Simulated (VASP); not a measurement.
# Initial- and final-state core-level shifts of HRh10O, part 2 of 3

Which atoms of HRh10O bind their core electrons more tightly, and does the hole change the order?

VASP 6.6.1, plane waves and PAW; the level of theory is named at each step.

So far. Step 2 (Relaxation): The forces on the free atoms are under 0.05 eV/Å, while the fixed ones keep up to 1.1 eV/Å.

## 3. Initial state

Level of this step: PBEsol, no spin polarisation; plane waves and PAW (H, O, Rh_pv) (VASP).

The cell without a hole gives, with ICORELEVEL = 1, the Kohn-Sham core levels of the initial state.

INCAR reads:

```
SYSTEM = HRh10O
PREC = Normal
ENCUT = 400
EDIFF = 1E-05
NELM = 120
ISMEAR = 0
SIGMA = 0.1
LREAL = Auto
ALGO = Fast
GGA = PS
NBANDS = 97
LASPH = .TRUE.
LORBIT = 11
LWAVE = .FALSE.
LCHARG = .FALSE.
KPAR = 2
NCORE = 4
ICORELEVEL = 1
ISIF = 0
LVHAR = .TRUE.
```

POSCAR reads:

```
HRh10O
1.0
    5.4164379439      0.0000000000      0.0000000000
    0.0000000000      2.7082189719      0.0000000000
    0.0000000000      0.0000000000     24.6100000000
H O Rh
1 1 10
Direct
    0.3311342956      0.5000000000      0.7015580673
    0.2951971867      0.5000000000      0.6624620738
    0.9933460163      0.0000000000      0.6091368893
    0.5028831914      0.0000000000      0.6112434303
    0.2451617717      0.5000000000      0.5346503789
    0.7438962022      0.5000000000      0.5389580727
    0.0000000000      0.0000000000      0.4603819590
    0.5000000000      0.0000000000      0.4603819590
    0.2500000000      0.5000000000      0.3825680620
    0.7500000000      0.5000000000      0.3825680620
    0.0000000000      0.0000000000      0.3047541650
    0.5000000000      0.0000000000      0.3047541650
```

KPOINTS reads:

```
Automatic mesh
0
Gamma
4 7 1
0 0 0
```

Potentials, in the order of the species: H, O and Rh_pv (PBE family, release 64).

Command:

```bash
$ mpirun -np 8 vasp_std
```

Log:

```text
[banner, memory and clock lines left out]
running    8 mpi-ranks, on    1 nodes
 distrk:  each k-point on    4 cores,    2 groups
 distr:  one band on    4 cores,    1 groups

 POSCAR found type information on POSCAR H O Rh
 POSCAR found :  3 types and      12 ions
 [... a notice as in an earlier step ...]

 LDA part: xc-table for (Slater+PW92), standard interpolation
 POSCAR, INCAR and KPOINTS ok, starting setup
 FFT: planning ... GRIDC
 FFT: planning ... GRID_SOFT
 FFT: planning ... GRID
 WAVECAR not read
 entering main loop
       N       E                     dE             d eps       ncg     rms          rms(c)
DAV:   1     0.149007257468E+04    0.14901E+04   -0.89728E+04  2968   0.131E+03
DAV:   2    -0.398354801365E+02   -0.15299E+04   -0.14759E+04  2544   0.435E+02
DAV:   3    -0.930482929481E+02   -0.53213E+02   -0.51054E+02  2567   0.835E+01
DAV:   4    -0.942355694657E+02   -0.11873E+01   -0.11824E+01  2534   0.118E+01
DAV:   5    -0.942739255303E+02   -0.38356E-01   -0.38340E-01  2855   0.196E+00    0.331E+01
RMM:   6    -0.894581747962E+02    0.48158E+01   -0.24862E+01  2436   0.189E+01    0.212E+01
RMM:   7    -0.172224476438E+03   -0.82766E+02   -0.23118E+01  2774   0.128E+01    0.641E+01
RMM:   8    -0.967030336297E+02    0.75521E+02   -0.92739E+00  2578   0.855E+00    0.280E+01
RMM:   9    -0.910988924270E+02    0.56041E+01   -0.84309E+00  2672   0.911E+00    0.223E+01
RMM:  10    -0.888375862046E+02    0.22613E+01   -0.28157E+00  2498   0.550E+00    0.127E+01
RMM:  11    -0.875749871669E+02    0.12626E+01   -0.13433E+00  2467   0.393E+00    0.863E+00
RMM:  12    -0.870847790826E+02    0.49021E+00   -0.26680E-01  2484   0.172E+00    0.456E+00
RMM:  13    -0.869837821002E+02    0.10100E+00   -0.45000E-02  2496   0.696E-01    0.312E+00
RMM:  14    -0.869591193311E+02    0.24663E-01   -0.95364E-03  2564   0.335E-01    0.239E+00
RMM:  15    -0.869830471064E+02   -0.23928E-01   -0.37648E-02  3030   0.632E-01    0.269E+00
RMM:  16    -0.869283318183E+02    0.54715E-01   -0.37378E-02  3040   0.649E-01    0.956E-01
RMM:  17    -0.869267241432E+02    0.16077E-02   -0.14838E-02  2617   0.418E-01    0.942E-01
RMM:  18    -0.869189731975E+02    0.77509E-02   -0.59818E-03  2510   0.291E-01    0.493E-01
RMM:  19    -0.869182762779E+02    0.69692E-03   -0.15225E-03  2500   0.130E-01    0.269E-01
RMM:  20    -0.869177966903E+02    0.47959E-03   -0.11774E-03  2554   0.119E-01    0.159E-01
RMM:  21    -0.869176045145E+02    0.19218E-03   -0.56686E-04  2537   0.677E-02    0.833E-02
RMM:  22    -0.869177619314E+02   -0.15742E-03   -0.28154E-04  2455   0.503E-02    0.848E-02
RMM:  23    -0.869181669666E+02   -0.40504E-03   -0.32093E-04  2524   0.447E-02    0.914E-02
RMM:  24    -0.869183462421E+02   -0.17928E-03   -0.16798E-04  2385   0.355E-02    0.603E-02
RMM:  25    -0.869185583677E+02   -0.21213E-03   -0.15074E-04  2470   0.300E-02    0.461E-02
RMM:  26    -0.869186982308E+02   -0.13986E-03   -0.37146E-05  1935   0.125E-02    0.163E-02
RMM:  27    -0.869187756390E+02   -0.77408E-04   -0.40611E-05  1911   0.889E-03    0.157E-02
RMM:  28    -0.869188949823E+02   -0.11934E-03   -0.23550E-05  1705   0.739E-03    0.864E-03
RMM:  29    -0.869189626781E+02   -0.67696E-04   -0.10524E-05  1463   0.509E-03    0.268E-03
RMM:  30    -0.869190589023E+02   -0.96224E-04   -0.75830E-06  1429   0.482E-03    0.239E-03
RMM:  31    -0.869191203229E+02   -0.61421E-04   -0.60976E-06  1284   0.404E-03    0.987E-04
RMM:  32    -0.869191484010E+02   -0.28078E-04   -0.35019E-06  1075   0.323E-03    0.617E-04
RMM:  33    -0.869191591315E+02   -0.10731E-04   -0.17736E-06   815   0.253E-03    0.441E-04
RMM:  34    -0.869191623310E+02   -0.31995E-05   -0.73354E-07   611   0.208E-03
   1 F= -.86919162E+02 E0= -.86877329E+02  d E =-.836661E-01
```

The job ended after 88 s (8 MPI ranks of Intel Xeon Platinum 8488C (Sapphire Rapids), shared host; peak memory 1.5 GiB; 11 min of CPU time).

Parts of OUTCAR (step 3):

```text
The static configuration has the point symmetry C_1h.

 Found     12 irreducible k-points:

   NELECT =     157.0000    total number of electrons

 the core state eigenenergies are
   1-
   2-  1s   -505.8693
   3-  1s -23028.4838  2s  -3333.6113  2p  -2986.7011  3s   -590.8807  3p   -476.8764
       3d   -294.7241  4s    -76.3094
   4-  1s -23028.8345  2s  -3334.0041  2p  -2987.0906  3s   -591.2586  3p   -477.2543
       3d   -295.1060  4s    -76.6477
   5-  1s -23029.0842  2s  -3334.2934  2p  -2987.3781  3s   -591.5100  3p   -477.5058
       3d   -295.3635  4s    -76.8309
   6-  1s -23029.3038  2s  -3334.5316  2p  -2987.6153  3s   -591.7309  3p   -477.7267
       3d   -295.5873  4s    -77.0171
   7-  1s -23029.0234  2s  -3334.2257  2p  -2987.3113  3s   -591.4346  3p   -477.4303
       3d   -295.2885  4s    -76.7396
   8-  1s -23029.0216  2s  -3334.2240  2p  -2987.3096  3s   -591.4323  3p   -477.4281
       3d   -295.2863  4s    -76.7364
   9-  1s -23029.0406  2s  -3334.2346  2p  -2987.3212  3s   -591.4317  3p   -477.4275
       3d   -295.2864  4s    -76.7092
  10-  1s -23029.0121  2s  -3334.2066  2p  -2987.2932  3s   -591.4048  3p   -477.4006
       3d   -295.2595  4s    -76.6853
  11-  1s -23028.3985  2s  -3333.5125  2p  -2986.6052  3s   -590.7394  3p   -476.7352
       3d   -294.5866  4s    -76.0802
  12-  1s -23028.3928  2s  -3333.5066  2p  -2986.5992  3s   -590.7339  3p   -476.7297
       3d   -294.5810  4s    -76.0758

 E-fermi :   2.1125

 k-point     1 :       0.0000    0.0000    0.0000
  band No.  band energies     occupation
    ...
     75       1.5421      2.00000
     76       1.9086      1.99606
     77       2.0028      1.87903
     78       2.0389      1.70161
     79       2.1447      0.64826
     80       2.1625      0.47901
     81       2.2995      0.00818
     82       2.4673      0.00000
     83       2.5106      0.00000
     84       2.5828      0.00000
    ...

 k-point     2 :       0.2500    0.0000    0.0000
  band No.  band energies     occupation
    ...
     76       1.5743      2.00000
     77       1.6653      2.00000
     78       1.6692      2.00000
     79       1.9555      1.97357
     80       1.9829      1.93305
     81       2.2190      0.13197
     82       2.2989      0.00836
     83       2.3132      0.00453
     84       2.4290      0.00001
     85       2.5695      0.00000
    ...

 POSITION                                       TOTAL-FORCE (eV/Angst)
 -----------------------------------------------------------------------------------
      1.79357      1.35411     17.26534         0.024081      0.000000      0.019379
      1.59892      1.35411     16.30319        -0.000156      0.000000      0.023044
      5.38040      0.00000     14.99086         0.028339      0.000000      0.038999
      2.72384      0.00000     15.04270        -0.001230      0.000000     -0.012750
      1.32790      1.35411     13.15775        -0.000382      0.000000     -0.032718
      4.02927      1.35411     13.26376         0.024644      0.000000      0.030944
      0.00000      0.00000     11.33000        -0.064050      0.000000     -0.545268
      2.70822      0.00000     11.33000        -0.034194      0.000000     -0.346302
      1.35411      1.35411      9.41500        -0.008859      0.000000     -0.705850
      4.06233      1.35411      9.41500         0.053865      0.000000     -0.589030
      0.00000      0.00000      7.50000        -0.016220      0.000000      1.062376
      2.70822      0.00000      7.50000        -0.005839      0.000000      1.057175
 -----------------------------------------------------------------------------------
    total drift:                                0.005414     -0.000000     -0.002086

  FREE ENERGIE OF THE ION-ELECTRON SYSTEM (eV)
  ---------------------------------------------------
  free  energy   TOTEN  =       -86.9191623310 eV

  energy  without entropy=      -86.8354962102  energy(sigma->0) =      -86.87732927

 total charge
# of ion       s       p       d       tot
------------------------------------------
    1        0.610   0.109   0.000   0.719
    2        1.590   3.474   0.000   5.064
    3        0.355   6.205   7.139  13.700
    4        0.365   6.258   7.082  13.705
    5        0.409   6.309   7.063  13.781
    6        0.424   6.332   7.039  13.795
    7        0.405   6.298   7.055  13.758
    8        0.406   6.298   7.055  13.758
    9        0.394   6.288   7.031  13.713
   10        0.396   6.288   7.034  13.718
   11        0.363   6.178   7.086  13.627
   12        0.362   6.178   7.087  13.627
--------------------------------------------------
tot          6.080  66.213  70.672 142.965

[... 7 parts as in an earlier step ...]

[... 5 further parts left out ...]
```

## 4. Core hole, atom Rh3

This step: final-state core hole with the electron kept at the Fermi level, PBEsol, no spin polarisation; plane waves and PAW (Rh_pv, H, O, Rh_pv) (VASP 6.6.1).

System of this step: HRh10O. The cell holds 12 atoms: 10 Rh, 1 H and 1 O. Its edges and angles: a = 5.416 Å, b = 2.708 Å, c = 24.610 Å, α = 90.0°, β = 90.0°, γ = 90.0°. It derives from Rh. Adsorbate: added OH, site hollow, coverage in monolayers 0.5, cell 2x1, faces one. Vacuum lies along c.

A core electron of Rh3 (3d) is moved to the Fermi level; this atom comes first in POSCAR as a species of its own.

INCAR, as its differences from that of step 3:

```diff
@@ -12,3 +12,2 @@
 LASPH = .TRUE.
-LORBIT = 11
 LWAVE = .FALSE.
@@ -17,4 +16,7 @@
 NCORE = 4
-ICORELEVEL = 1
+ICORELEVEL = 2
+CLNT = 1
+CLN = 3
+CLL = 2
+CLZ = 1
 ISIF = 0
-LVHAR = .TRUE.
```

POSCAR, as its differences from that of step 3:

```diff
@@ -5,8 +5,8 @@
     0.0000000000      0.0000000000     24.6100000000
-H O Rh
-1 1 10
+Rh H O Rh
+1 1 1 9
 Direct
+    0.9933460163      0.0000000000      0.6091368893
     0.3311342956      0.5000000000      0.7015580673
     0.2951971867      0.5000000000      0.6624620738
-    0.9933460163      0.0000000000      0.6091368893
     0.5028831914      0.0000000000      0.6112434303
```

KPOINTS is that of step 3.

Potentials, in the order of the species: Rh_pv, H, O and Rh_pv (PBE family, release 64).

Command:

```bash
$ mpirun -np 8 vasp_std
```

Log:

```text
[banner, memory and clock lines left out]
running    8 mpi-ranks, on    1 nodes
 distrk:  each k-point on    4 cores,    2 groups
 distr:  one band on    4 cores,    1 groups

 POSCAR found type information on POSCAR RhH O Rh
 POSCAR found :  4 types and      12 ions
 [... a notice as in an earlier step ...]

 LDA part: xc-table for (Slater+PW92), standard interpolation
 POSCAR, INCAR and KPOINTS ok, starting setup
 FFT: planning ... GRIDC
 FFT: planning ... GRID_SOFT
 FFT: planning ... GRID
 WAVECAR not read
 entering main loop
       N       E                     dE             d eps       ncg     rms          rms(c)
DAV:   1     0.119801118817E+04    0.11980E+04   -0.91663E+04  2952   0.133E+03
DAV:   2    -0.340014056861E+03   -0.15380E+04   -0.14842E+04  2542   0.440E+02
DAV:   3    -0.393459209178E+03   -0.53445E+02   -0.51180E+02  2591   0.843E+01
DAV:   4    -0.394683323602E+03   -0.12241E+01   -0.12205E+01  2509   0.121E+01
DAV:   5    -0.394727997325E+03   -0.44674E-01   -0.44664E-01  3016   0.210E+00    0.744E+01
RMM:   6    -0.434115009104E+03   -0.39387E+02   -0.42382E+01  2441   0.243E+01    0.610E+01
RMM:   7    -0.586964509724E+03   -0.15285E+03   -0.21370E+02  3279   0.344E+01    0.108E+02
RMM:   8    -0.481455201236E+03    0.10551E+03   -0.35580E+01  2649   0.172E+01    0.108E+02
RMM:   9    -0.448519162877E+03    0.32936E+02   -0.16289E+01  2532   0.120E+01    0.105E+02
RMM:  10    -0.452029829598E+03   -0.35107E+01   -0.10063E+01  2630   0.845E+00    0.110E+02
RMM:  11    -0.455029842863E+03   -0.30000E+01   -0.34934E+00  2676   0.516E+00    0.114E+02
RMM:  12    -0.457458880312E+03   -0.24290E+01   -0.11781E+00  3354   0.173E+00    0.116E+02
RMM:  13    -0.444095376023E+03    0.13364E+02   -0.16320E+01  3932   0.116E+01    0.111E+02
RMM:  14    -0.428468637387E+03    0.15627E+02   -0.21089E+01  3971   0.127E+01    0.110E+02
RMM:  15    -0.409098631007E+03    0.19370E+02   -0.14070E+01  3910   0.108E+01    0.120E+02
RMM:  16    -0.417234618023E+03   -0.81360E+01   -0.50490E+00  3517   0.597E+00    0.965E+01
RMM:  17    -0.451604808338E+03   -0.34370E+02   -0.84369E+01  4324   0.257E+01    0.979E+01
RMM:  18    -0.431894032726E+03    0.19711E+02   -0.10799E+01  3913   0.969E+00    0.889E+01
RMM:  19    -0.405557691061E+03    0.26336E+02   -0.14284E+01  3915   0.944E+00    0.512E+01
RMM:  20    -0.390667311274E+03    0.14890E+02   -0.86802E+00  3825   0.763E+00    0.205E+01
RMM:  21    -0.387853289923E+03    0.28140E+01   -0.80645E-01  2783   0.261E+00    0.159E+01
RMM:  22    -0.386240003945E+03    0.16133E+01   -0.44800E-01  2617   0.186E+00    0.152E+01
RMM:  23    -0.384090342372E+03    0.21497E+01   -0.61512E-01  2936   0.196E+00    0.127E+01
RMM:  24    -0.382063165317E+03    0.20272E+01   -0.89687E-01  3416   0.239E+00    0.107E+01
RMM:  25    -0.380923446417E+03    0.11397E+01   -0.48183E-01  3238   0.174E+00    0.112E+01
RMM:  26    -0.379863602144E+03    0.10598E+01   -0.11083E+00  3649   0.254E+00    0.817E+00
RMM:  27    -0.380002379169E+03   -0.13878E+00   -0.10188E-01  2545   0.919E-01    0.619E+00
RMM:  28    -0.380737358139E+03   -0.73498E+00   -0.11228E+00  3756   0.258E+00    0.108E+01
RMM:  29    -0.380399001501E+03    0.33836E+00   -0.27566E-02  2603   0.484E-01    0.844E+00
RMM:  30    -0.380231643941E+03    0.16736E+00   -0.11705E-02  2529   0.297E-01    0.739E+00
RMM:  31    -0.379793483363E+03    0.43816E+00   -0.23173E-01  3804   0.118E+00    0.151E+00
RMM:  32    -0.379778003313E+03    0.15480E-01   -0.99613E-03  2902   0.235E-01    0.766E-01
RMM:  33    -0.379773124832E+03    0.48785E-02   -0.78056E-03  2746   0.221E-01    0.620E-01
RMM:  34    -0.379774871202E+03   -0.17464E-02   -0.47290E-03  2697   0.223E-01    0.146E+00
RMM:  35    -0.379785336331E+03   -0.10465E-01   -0.78318E-03  2971   0.238E-01    0.133E+00
RMM:  36    -0.379775184528E+03    0.10152E-01   -0.39884E-03  2802   0.184E-01    0.624E-01
RMM:  37    -0.379772725077E+03    0.24595E-02   -0.34255E-03  2838   0.162E-01    0.533E-01
RMM:  38    -0.379773153918E+03   -0.42884E-03   -0.85145E-04  2371   0.820E-02    0.276E-01
RMM:  39    -0.379772828159E+03    0.32576E-03   -0.42787E-04  2218   0.653E-02    0.128E-01
RMM:  40    -0.379772864743E+03   -0.36584E-04   -0.96952E-05  2194   0.273E-02    0.887E-02
RMM:  41    -0.379773555734E+03   -0.69099E-03   -0.11092E-03  3250   0.777E-02    0.241E-01
RMM:  42    -0.379773194316E+03    0.36142E-03   -0.10820E-04  2279   0.276E-02    0.139E-01
RMM:  43    -0.379773094457E+03    0.99860E-04   -0.10034E-04  2336   0.244E-02    0.797E-02
RMM:  44    -0.379773086974E+03    0.74828E-05   -0.62929E-05  2114   0.181E-02
   1 F= -.37977309E+03 E0= -.37973539E+03  d E =-.754017E-01
```

Wall time 2 min (8 MPI ranks); peak memory 1.5 GiB.

From OUTCAR (step 4):

```text
The static configuration has the point symmetry C_1h.

 Found     12 irreducible k-points:

   NELECT =     158.0000    total number of electrons

 the core state eigenenergies are
   1-  1s -23076.6648  2s  -3379.2811  2p  -3033.1099  3s   -617.6017  3p   -503.6729
       3d   -323.6132  4s    -79.9570
   2-
   3-  1s   -505.6959
   4-  1s -23028.9012  2s  -3334.0682  2p  -2987.1551  3s   -591.3190  3p   -477.3147
       3d   -295.1666  4s    -76.6993
   5-  1s -23029.0358  2s  -3334.2362  2p  -2987.3213  3s   -591.4632  3p   -477.4590
       3d   -295.3151  4s    -76.8057
   6-  1s -23029.1838  2s  -3334.4006  2p  -2987.4848  3s   -591.6131  3p   -477.6088
       3d   -295.4674  4s    -76.9262
   7-  1s -23029.1095  2s  -3334.3113  2p  -2987.3969  3s   -591.5192  3p   -477.5150
       3d   -295.3732  4s    -76.8225
   8-  1s -23029.1956  2s  -3334.3989  2p  -2987.4846  3s   -591.5997  3p   -477.5955
       3d   -295.4545  4s    -76.8870
   9-  1s -23029.1400  2s  -3334.3343  2p  -2987.4210  3s   -591.5304  3p   -477.5262
       3d   -295.3852  4s    -76.8058
  10-  1s -23029.0958  2s  -3334.2903  2p  -2987.3768  3s   -591.4886  3p   -477.4844
       3d   -295.3432  4s    -76.7693
  11-  1s -23028.4558  2s  -3333.5687  2p  -2986.6614  3s   -590.7975  3p   -476.7933
       3d   -294.6444  4s    -76.1428
  12-  1s -23028.5006  2s  -3333.6148  2p  -2986.7075  3s   -590.8412  3p   -476.8370
       3d   -294.6884  4s    -76.1808

 E-fermi :   2.0197

 k-point     1 :       0.0000    0.0000    0.0000
  band No.  band energies     occupation
    ...
     76       1.7277      1.99996
     77       1.8532      1.98150
     78       1.8624      1.97387
     79       1.9098      1.87984
     80       2.0221      0.97296
     81       2.1982      0.01162
     82       2.2858      0.00017
     83       2.3241      0.00002
     84       2.4793      0.00000
     85       2.5503      0.00000
    ...

 k-point     2 :       0.2500    0.0000    0.0000
  band No.  band energies     occupation
    ...
     77       1.5030      2.00000
     78       1.5404      2.00000
     79       1.7901      1.99884
     80       1.8113      1.99680
     81       1.9999      1.22084
     82       2.1453      0.07584
     83       2.1648      0.04015
     84       2.3264      0.00001
     85       2.4188      0.00000
     86       2.5375      0.00000
    ...

 POSITION                                       TOTAL-FORCE (eV/Angst)
 -----------------------------------------------------------------------------------
      5.38040      0.00000     14.99086         0.061443      0.000000      1.183509
      1.79357      1.35411     17.26534         0.094660      0.000000     -0.019932
      1.59892      1.35411     16.30319         0.339588      0.000000      0.059681
      2.72384      0.00000     15.04270        -0.359780      0.000000     -0.045651
      1.32790      1.35411     13.15775         0.470162      0.000000     -0.690564
      4.02927      1.35411     13.26376        -0.583251      0.000000     -0.765689
      0.00000      0.00000     11.33000        -0.064101      0.000000     -0.371136
      2.70822      0.00000     11.33000         0.022212      0.000000     -0.226798
      1.35411      1.35411      9.41500         0.045797      0.000000     -0.651241
      4.06233      1.35411      9.41500        -0.018967      0.000000     -0.547740
      0.00000      0.00000      7.50000         0.000037      0.000000      1.011266
      2.70822      0.00000      7.50000        -0.007802      0.000000      1.064295
 -----------------------------------------------------------------------------------
    total drift:                                0.006084     -0.000000     -0.000096

  FREE ENERGIE OF THE ION-ELECTRON SYSTEM (eV)
  ---------------------------------------------------
  free  energy   TOTEN  =      -379.7730869742 eV

  energy  without entropy=     -379.6976852671  energy(sigma->0) =     -379.73538612

[... 7 parts as in an earlier step ...]

[... 5 further parts left out ...]
```

This step gave:

```
free energy (TOTEN)     : -379.7731 eV
energy at zero smearing : -379.7354 eV
Fermi energy            : 2.020 eV
```

This is the reference for holes on Rh.

(Continued in part 3 of 3.)

[Lines on the potential files, build, host, timing and source positions are cut from VASP's logs without a mark.]

[Logs are printed without paths, hosts, clocks, repeated set-up lines and the standing remarks that a program may print on its own settings, such as how far it seeks lower states.]

[Hosts, paths, dates, database ids (printed as entryN), source tags and the programs' standing remarks are cut or masked in the printed files.]
